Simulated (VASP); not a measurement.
## SnS2 (1T layered): computed properties

All values below come from PBEsol GGA, VASP's PBE PAW potentials (set 64) (plane waves; VASP).

```
Property                                                                                            Result
-----------------------------------------------  ---------------------------------------------------------
space group                                                                                    P-3m1 (164)
cell                                             a = b = 3.654 Å, c = 6.017 Å, α = β = 90.00°, γ = 120.00°
volume per atom                                                                              23.19 Å³/atom
band gap (over mesh and band path)                                                                 1.41 eV
smallest direct gap (over mesh and band path)                                                      1.81 eV
band-edge character without spin-orbit coupling                       indirect, K-Γ at 0.67 to L-M at 0.33
band gap with spin-orbit coupling                                                                  1.42 eV
density                                                                                         4.36 g/cm³
optical Γ-point spectrum                                                 200 (×2), 202 (×2), 304, 339 cm⁻¹
```

```xyz
3
Lattice="1.8268 -3.1641 0.0000 1.8268 3.1641 0.0000 0.0000 0.0000 6.0175" Properties=species:S:1:pos:R:3 pbc="T T T"
Sn     0.0000     0.0000     0.0000
S      1.8268     1.0547     1.4740
S      1.8268    -1.0547     4.5435
```

Measured: gap 2.18 eV (computed value off by -0.77 eV), as given by Joseph M. Gonzalez et al., Physical Review B (2016), arXiv:1609.04381; a 3.646 Å (computed value off by +0.2 %), c 5.893 Å (computed value off by +2.1 %), as given by de Lima et al., (2018), arXiv:1803.05430. The calculation is for a static lattice, while the measured a, c hold thermal and zero-point effects, which are part of the difference.  The path is coarsely sampled, so an indirect gap can come out somewhat too large.  Without a dispersion term in the relaxation, distances and binding between the weakly bound layers, chains or molecules are unreliable, and so is what depends on them. Unless said otherwise, spin-orbit coupling is left out, though it shifts the bands of the heavy elements here.

The compound is SnS2 in the 1T layered structure. It was relaxed first. Symmetry was kept, so distortions that lower it aren't found.
